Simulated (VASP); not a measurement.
Input:

```xyz
8
Lattice="5.6300 0.0000 0.0000 -2.8150 4.8757 0.0000 0.0000 0.0000 4.5039" Properties=species:S:1:pos:R:3 pbc="T T T"
Ti     1.4504     0.8374     3.3779
Ti     1.3646     4.0384     1.1260
Ti     0.0000     1.6748     1.1260
Ti     2.8150     3.2010     3.3779
Ti     4.1796     0.8374     3.3779
Ti    -1.3646     4.0384     1.1260
Si     0.0000     3.2505     3.3779
Si     2.8150     1.6252     1.1260
```

Level of theory: r2SCAN meta-GGA, VASP's PBE PAW potentials (set 64) (plane waves; VASP). Settings: 400 eV cut-off, 7×7×8 Γ-centred mesh, tetrahedra with Blöchl corrections, potentials Ti_sv Si.

Problem. Give the energies of bands 34 to 47 at the high-symmetry points, in eV from the Fermi level.

Solution. 
```tsv
band	Γ	M	K	A	L	H
34	-1.98	-1.31	-1.59	-1.61	-2.40	-2.13
35	-1.85	-1.30	-1.05	-1.61	-0.70	-0.71
36	-1.85	-1.25	-1.02	-1.61	-0.70	-0.71
37	-1.46	-1.06	-1.02	-1.31	-0.55	-0.70
38	-1.46	-0.80	-0.57	-1.31	-0.55	-0.70
39	-0.90	-0.79	-0.57	-0.60	-0.35	-0.48
40	-0.46	0.05	0.08	-0.60	-0.35	-0.48
41	0.49	0.34	0.25	-0.06	-0.07	0.31
42	0.49	0.44	0.25	-0.06	-0.07	0.31
43	0.58	0.62	0.85	-0.06	0.53	0.70
44	0.61	0.88	0.85	-0.06	0.53	0.70
45	0.61	1.22	0.92	1.71	1.19	0.72
46	1.89	1.23	1.18	1.71	1.19	0.72
47	1.91	1.44	1.18	1.71	1.50	1.36
```

It has no gap at this level: it comes out as a metal or semimetal.

The structure comes from a computed database's Ti3Si entry (P6_3/mmc); how it stands against other phases isn't given here. It was relaxed first.
